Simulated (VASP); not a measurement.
# Ba2BiSb2 (P1) in VASP: single point with r2SCAN

Aim: the single point of Ba2BiSb2 with r2SCAN.

All numbers are computed with VASP 6.6.1; they aren't measurements. Logs are shortened: lines on timing, memory, paths and dates and some standing lists are left out, and cuts for length are marked.

**1. Starting point**

The typed cell holds 5 atoms: a = 6.860 Å, b = 4.829 Å, c = 6.753 Å, α = 67.05°, β = 110.62°, γ = 111.84°.

The cell was built by a generator and needn't be a form met in nature.

**2. Single point, r2SCAN**

Contents of POSCAR:

```
Ba2BiSb2
1.0
   -2.4828653100      3.9212495400      5.0519686700
    4.8281717200      0.0258436100     -0.0867999900
    2.5242339600      3.8267480900     -4.9585156700
Bi Ba Sb
1 2 2
Direct
    0.9946930000      0.0191220000      0.0055640000
    0.7021850000      0.2351400000      0.2757470000
    0.2850350000      0.8097440000      0.7152470000
    0.6722100000      0.4849880000      0.7238670000
    0.2922850000      0.5056890000      0.2849180000
```

Contents of INCAR.step1:

```
SYSTEM = Ba2BiSb2
ALGO     = Normal         ! electronic algorithm
EDIFF    = 1E-4           ! SCF threshold, eV
ENCUT    = 520            ! plane-wave cutoff, eV
GGA      = PE             ! functional
ISMEAR   = -5             ! smearing method
LASPH    = .True.         ! aspherical terms in the spheres
LCHARG   = .False.        ! write CHGCAR
LREAL    = .False.        ! projectors in reciprocal space
LWAVE    = .True.         ! write WAVECAR
NELM     = 100            ! most SCF steps
PREC     = Accurate       ! precision mode
SIGMA    = 0.1            ! smearing width, eV
```

Contents of INCAR.step2:

```
SYSTEM = Ba2BiSb2
ALGO     = Normal         ! electronic algorithm
EDIFF    = 1E-7           ! SCF threshold, eV
ENCUT    = 520            ! plane-wave cutoff, eV
ISIF     = 2              ! what is computed and relaxed
ISMEAR   = -1             ! smearing method
ISTART   = 1            
LASPH    = .True.         ! aspherical terms in the spheres
LCHARG   = .False.        ! write CHGCAR
LMIXTAU  = .True.       
LORBIT   = 10             ! projections on sites
LREAL    = .False.        ! projectors in reciprocal space
LWAVE    = .False.        ! write WAVECAR
METAGGA  = R2SCAN         ! meta-GGA
NELM     = 100            ! most SCF steps
PREC     = Accurate       ! precision mode
SIGMA    = 0.1            ! smearing width, eV
```

Contents of KPOINTS:

```
Automatic mesh
0
Gamma
  3 4 3
  0.5 0.5 0
```

Potentials or basis: VASP PAW PBE potentials, release 64 (Bi_d, Ba_sv, Sb).

On the command line:

```console
$ cat potpaw_PBE.64/Bi_d/POTCAR potpaw_PBE.64/Ba_sv/POTCAR potpaw_PBE.64/Sb/POTCAR > POTCAR
$ cp INCAR.step1 INCAR
$ mpirun -np 1 vasp_std > vasp.out
$ cp INCAR.step2 INCAR
$ mpirun -np 1 vasp_std > vasp.out
```

OUTCAR:

```text
SYSTEM = Ba2BiSb2
   EDIFF = 1E-7
   ENCUT = 520
   ISIF = 2
   ISMEAR = -1
   ISTART = 1
   LASPH = .True.
   LORBIT = 10
   LREAL = .False.
   METAGGA = R2SCAN
   NELM = 100
   PREC = Accurate

 ion  position               nearest neighbor table
   1  0.995  0.019  0.006-   5 3.23   4 3.31   5 3.36   4 3.43   2 3.64   3 3.69   2 3.75   3 3.82

   2  0.702  0.235  0.276-   4 3.39   5 3.54   5 3.59   1 3.64   4 3.70   5 3.75   1 3.75   4 3.76
                             3 4.25   3 4.51   3 4.56   3 4.69   3 4.72
   3  0.285  0.810  0.715-   4 3.36   5 3.48   4 3.53   5 3.53   1 3.69   5 3.75   1 3.82   4 3.92
                             2 4.25   2 4.51   2 4.56   2 4.69   2 4.72
   4  0.672  0.485  0.724-   5 3.18   1 3.31   3 3.36   2 3.39   1 3.43   3 3.53   2 3.70   2 3.76
                             3 3.92
   5  0.292  0.506  0.285-   4 3.18   1 3.23   1 3.36   3 3.48   3 3.53   2 3.54   2 3.59   2 3.75
                             3 3.75

  LATTYP: Found a triclinic cell.
 ALAT       =     6.7626109242
 B/A-ratio  =     1.1458106524
 C/A-ratio  =     0.7140764274
 COS(alpha) =     0.0104723458
 COS(beta)  =     0.3366703360
 COS(gamma) =     0.5943197840

  Lattice vectors:

 A1 = (  -2.3453064100,  -3.9470931500,  -4.9651686800)
 A2 = (  -0.0413686500,  -7.7479976300,  -0.0934530000)
 A3 = (  -4.8281717200,  -0.0258436100,   0.0867999900)

Analysis of symmetry for initial positions (statically):
=====================================================================
 Subroutine PRICEL returns:
 Original cell was already a primitive cell.

 Routine SETGRP: Setting up the symmetry group for a
 triclinic supercell.

 Subroutine GETGRP returns: Found  1 space group operations
 (whereof  1 operations were pure point group operations)
 out of a pool of  2 trial point group operations.

The static configuration has the point symmetry C_1 .

Analysis of symmetry for dynamics (positions and initial velocities):
=====================================================================
 Subroutine PRICEL returns:
 Original cell was already a primitive cell.

 Routine SETGRP: Setting up the symmetry group for a
 triclinic supercell.

 Subroutine GETGRP returns: Found  1 space group operations
 (whereof  1 operations were pure point group operations)
 out of a pool of  2 trial point group operations.

The dynamic configuration has the point symmetry C_1 .

 Subroutine INISYM returns: Found  1 space group operations
 (whereof  1 operations are pure point group operations),
 and found     1 'primitive' translations

----------------------------------------------------------------------------------------

                                     Primitive cell

  volume of cell :     185.5228

  direct lattice vectors                    reciprocal lattice vectors
    -2.482865310  3.921249540  5.051968670     0.001099680  0.127862764  0.099238254
     4.828171720  0.025843610 -0.086799990     0.209010337 -0.002377197  0.104566384
     2.524233960  3.826748090 -4.958515670    -0.002538370  0.130314204 -0.102395121

  length of vectors
     6.860262790  4.829021049  6.752972359     0.161858972  0.233720133  0.165749798

  position of ions in fractional coordinates (direct lattice)
     0.994693000  0.019122000  0.005564000
     0.702185000  0.235140000  0.275747000
     0.285035000  0.809744000  0.715247000
     0.672210000  0.484988000  0.723867000
     0.292285000  0.505689000  0.284918000

  ion indices of the primitive-cell ions
   primitive index   ion index
                 1           1
                 2           2
                 3           3
                 4           4
                 5           5

----------------------------------------------------------------------------------------

 KPOINTS: Automatic mesh

Automatic generation of k-mesh.
 Grid dimensions read from file:
 generate k-points for:    3    4    3

 Generating k-lattice:

  Cartesian coordinates                     Fractional coordinates (reciprocal lattice)
     0.000366560  0.042620921  0.033079418     0.333333333  0.000000000  0.000000000
     0.052252584 -0.000594299  0.026141596    -0.000000000  0.250000000 -0.000000000
    -0.000846123  0.043438068 -0.034131707     0.000000000  0.000000000  0.333333333

  Length of vectors
     0.053952991  0.058430033  0.055249933

  Shift w.r.t. Gamma in fractional coordinates (k-lattice)
     0.500000000  0.500000000  0.000000000

 Subroutine IBZKPT returns following result:
 ===========================================

 Found     18 irreducible k-points:

 Following reciprocal coordinates:
            Coordinates               Weight
  0.166667  0.125000  0.000000      2.000000
  0.500000  0.125000  0.000000      2.000000
 -0.166667  0.125000 -0.000000      2.000000
  0.166667  0.375000  0.000000      2.000000
  0.500000  0.375000 -0.000000      2.000000
 -0.166667  0.375000 -0.000000      2.000000
[... 10 lines left out ...]
  0.500000 -0.125000  0.333333      2.000000
 -0.166667 -0.125000  0.333333      2.000000
   k-points           NKPTS =     18   k-points in BZ     NKDIM =     18   number of bands    NBANDS=     27
   number of dos      NEDOS =    301   number of ions     NIONS =      5
   total plane-waves  NPLWV =  97200
   dimension x,y,z NGX =    54 NGY =   36 NGZ =   50
   dimension x,y,z NGXF=   108 NGYF=   72 NGZF=  100
   ions per type =               1   2   2
   NGX,Y,Z   is equivalent  to a cutoff of  13.09, 12.39, 12.31 a.u.
   NGXF,Y,Z  is equivalent  to a cutoff of  26.17, 24.79, 24.62 a.u.
 SYSTEM =  Ba2BiSb2
   PREC   = accura    normal or accurate (medium, high low for compatibility)
   ISTART =      1    job   : 0-new  1-cont  2-samecut
   ICHARG =      0    charge: 1-file 2-atom 10-const
   ISPIN  =      1    spin polarized calculation?
   LNONCOLLINEAR =      F non collinear calculations
   LSORBIT =      F    spin-orbit coupling
   LASPH  =      T    aspherical Exc in radial PAW
   ENCUT  =  520.0 eV  38.22 Ry    6.18 a.u.  12.76  8.98 12.56*2*pi/ulx,y,z
   NELM   =    100;   NELMIN=  2; NELMDL=  0     # of ELM steps
   EDIFF  = 0.1E-06   stopping-criterion for ELM
   LREAL  =      F    real-space projection
   EDIFFG = 0.1E-05   stopping-criterion for IOM
   NSW    =      0    number of steps for IOM
   IBRION =     -1    ionic relax: 0-MD 1-quasi-New 2-CG
   NFREE  =      0    steps in history (QN), initial steepest desc. (CG)
   ISIF   =      2    stress and relaxation
   ISYM   =      2    0-nonsym 1-usesym 2-fastsym
   POTIM  = 0.5000    time-step for ionic-motion
   TEBEG  =    0.0;   TEEND  =   0.0 temperature during run
   PSTRESS=    0.0 pullay stress
   NELECT =      45.0000    total number of electrons
   NUPDOWN=      -1.0000    fix difference up-down
   EMIN   =  10.00;   EMAX   =-10.00  energy-range for DOS
   EFERMI =   0.00;   METHOD = LEGACY
   ISMEAR =    -1;   SIGMA  =   0.10  broadening in eV -4-tet -1-fermi 0-gaus
   EFERMI_NEDOS =   21; number of points for ismear=-14 and -15
   IALGO  =     38    algorithm
   IMIX   =      4    mixing-type and parameters
     AMIX     =   0.40;   BMIX     =  1.00
     AMIX_MAG =   1.60;   BMIX_MAG =  1.00
  volume/ion in A,a.u.               =      37.10       250.39
  Fermi-wavevector in a.u.,A,eV,Ry     =   1.020971  1.929355 14.182453  1.042381
  Thomas-Fermi vector in A             =   2.154569
   LORBIT       =     10    0 simple, 1 ext, 2 COOP (PROOUT), +10 PAW based schemes
   METAGGA = R2SCAN    functional components
   LHFCALC =     F    Hartree Fock is set to
   AEXX    =    0.0000 exact exchange contribution
   IVDW    =     0    specifies the selected vdW correction
   LEPSILON=     F    determine dielectric tensor
   LRPA    =     F    only Hartree local field effects (RPA)
 non-spin polarized calculation
  energy-cutoff  :      520.00
  volume of cell :      185.52
 maximum number of plane-waves:      5007
 NGX is ok and might be reduce to    54

 number of electron      45.0000000 magnetization

 Free energy of the ion-electron system (eV)
  ---------------------------------------------------
  ext. energy  EPLUGINS =         0.00000000
  ---------------------------------------------------
  free energy    TOTEN  =      -167.42097977 eV

  energy without entropy =     -167.32227895  energy(sigma->0) =     -167.37162936

 E-fermi :   4.6314     XC(G=0):  -9.4905

 val. band max:        4.6117320690   @ k =  -0.1667   0.1250   0.3333
 cond. band min:       4.6421238266   @ k =  -0.1667   0.3750   0.3333
 fundamental gap:      0.0303917576
 Fermi energy:         4.6313590281

 k-point     1 :       0.1667    0.1250    0.0000
  band No.  band energies     occupation
      1     -24.4045      2.00000
      2     -24.3503      2.00000
      3     -18.6752      2.00000
      4     -18.6729      2.00000
      5     -18.5095      2.00000
      6     -18.5030      2.00000
[... 19 lines left out ...]
     26       6.6697      0.00000
     27       7.3254      0.00000

 k-point     2 :       0.5000    0.1250    0.0000
  band No.  band energies     occupation
      1     -24.4019      2.00000
      2     -24.3527      2.00000
      3     -18.6751      2.00000
      4     -18.6729      2.00000
      5     -18.5095      2.00000
      6     -18.5029      2.00000
[... 19 lines left out ...]
     26       6.4207      0.00000
     27       7.0205      0.00000

 k-point     3 :      -0.1667    0.1250   -0.0000
  band No.  band energies     occupation
      1     -24.4052      2.00000
      2     -24.3496      2.00000
      3     -18.6753      2.00000
      4     -18.6729      2.00000
      5     -18.5096      2.00000
      6     -18.5030      2.00000
[... 19 lines left out ...]
     26       6.9678      0.00000
     27       7.5739      0.00000

 k-point     4 :       0.1667    0.3750    0.0000
  band No.  band energies     occupation
      1     -24.3971      2.00000
      2     -24.3487      2.00000
      3     -18.6755      2.00000
      4     -18.6724      2.00000
      5     -18.5098      2.00000
      6     -18.5029      2.00000
[... 19 lines left out ...]
     26       7.2389      0.00000
     27       7.8014      0.00000
[... 336 lines left out ...]
      4     -18.6729      2.00000
      5     -18.5096      2.00000
      6     -18.5028      2.00000
[... 19 lines left out ...]
     26       6.6373      0.00000
     27       7.3043      0.00000

 k-point    17 :       0.5000   -0.1250    0.3333
  band No.  band energies     occupation
      1     -24.3999      2.00000
      2     -24.3544      2.00000
      3     -18.6750      2.00000
      4     -18.6729      2.00000
      5     -18.5095      2.00000
      6     -18.5028      2.00000
[... 19 lines left out ...]
     26       6.4373      0.00000
     27       6.9386      0.00000

 k-point    18 :      -0.1667   -0.1250    0.3333
  band No.  band energies     occupation
      1     -24.4010      2.00000
      2     -24.3534      2.00000
      3     -18.6751      2.00000
      4     -18.6729      2.00000
      5     -18.5095      2.00000
      6     -18.5029      2.00000
[... 19 lines left out ...]
     26       6.8464      0.00000
     27       7.3492      0.00000

------------------------ aborting loop because EDIFF is reached ----------------------------------------

  FORCE on cell =-STRESS in cart. coord.  units (eV):
  Direction    XX          YY          ZZ          XY          YZ          ZX
  --------------------------------------------------------------------------------------
  -------------------------------------------------------------------------------------
  Total        0.7796215      0.5573957      2.5123956     -0.0225380     -0.5777727      1.2037426
  in kB        6.7328202      4.8136757     21.6970777     -0.1946384     -4.9896514     10.3955352
  external PRESSURE =      11.0811912 kB  Pullay stress =       0.0000000 kB

 VOLUME and BASIS-vectors are now :
 -----------------------------------------------------------------------------
  energy-cutoff  :      520.00
  volume of cell :      185.52
      direct lattice vectors                 reciprocal lattice vectors
    -2.482865310  3.921249540  5.051968670     0.001099680  0.127862764  0.099238254
     4.828171720  0.025843610 -0.086799990     0.209010337 -0.002377197  0.104566384
     2.524233960  3.826748090 -4.958515670    -0.002538370  0.130314204 -0.102395121

 POSITION                                       TOTAL-FORCE (eV/Angst)
 -----------------------------------------------------------------------------------
     -2.36332      3.92223      4.99591        -0.070739     -0.114108      0.051089
      0.08792      3.81473      2.15971        -0.082952      0.495767     -0.189068
      5.00733      3.87569     -2.17686        -0.318161     -0.437425     -0.575208
      2.49981      5.41849     -0.23542         0.238819     -0.012768      0.897275
      2.43505      2.24950      0.01995         0.233033      0.068533     -0.184088
 -----------------------------------------------------------------------------------
    total drift:                               -0.000202     -0.000286     -0.000527

  FREE ENERGIE OF THE ION-ELECTRON SYSTEM (eV)
  ---------------------------------------------------
  free  energy   TOTEN  =      -167.4209797715 eV

  energy  without entropy=     -167.3222789470  energy(sigma->0) =     -167.37162936

 total charge

# of ion       s       p       d       tot
------------------------------------------
    1        1.488   1.385   9.892  12.766
    2        2.020   5.609   0.305   7.934
    3        2.020   5.608   0.316   7.945
    4        1.142   1.303   0.014   2.459
    5        1.142   1.296   0.015   2.454
--------------------------------------------------
tot          7.812  15.203  10.543  33.558
```

Run time: 4.6 min. Hardware: 1 thread of AMD EPYC 9R45 (Zen 5), shared host; peak memory 0.34 GiB.

Results:

| Property | Result |
| --- | --- |
| Free energy | -167.4210 eV |
| Pressure | 1.1 GPa |
| Largest force | 0.929 eV/Å |
| Band gap on the k mesh | none (metal or under the smearing width) |
| Valence electrons inside the program's atomic spheres | Bi 12.77; Ba 7.93, 7.95; Sb 2.46, 2.45 |

Forces on the atoms (eV/Å):
```
Bi  -0.071 -0.114  0.051
Ba  -0.083  0.496 -0.189
Ba  -0.318 -0.437 -0.575
Sb   0.239 -0.013  0.897
Sb   0.233  0.069 -0.184
```

Caveat: the k mesh is coarse (spacing up to 0.37 Å⁻¹), so the values aren't converged; the PAW data sets were made with another functional, which shifts forces and pressure a little; spin-orbit coupling is left out, which moves the levels of the heavy elements.
